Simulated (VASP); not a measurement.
Data:

```xyz
8
Lattice="0.0000 2.9885 2.9885 2.9885 0.0000 2.9885 11.9951 11.9951 -0.0410" Properties=species:S:1:pos:R:3 pbc="T T T"
Cd    11.8241    11.8241     0.1299
Cd     6.1446     6.1446     5.8094
Cd     9.0392     9.0392     5.9033
Cd     8.9445     8.9445     0.0210
Te     1.5390     1.5390     1.4495
S      4.5900     4.5900     1.3870
S      7.4842     7.4842     1.4814
S     10.3789    10.3789     1.5752
```

Calculation: PBEsol GGA, VASP's PBE PAW potentials (set 64) (plane waves; VASP). Settings: 400 eV cut-off, 10×10×3 Γ-centred mesh, tetrahedra with Blöchl corrections, potentials Cd Te S.

Task: The job: Cd₄S₃Te (ordered alloy cell), 8 atoms, PBEsol, static run, 400 eV, 10×10×3 Γ-centred mesh. Roughly how much core time does it take on a busy server core?

Result: About 10 core-minutes (one run on a shared machine, a rough figure). It had 78 irreducible k-points, 43 bands, up to 3919 plane waves and 16 electronic steps.

The structure was generated: Cd4S3Te was put into an ordered model structure (R3m), which need not be its known phase. It was relaxed first.
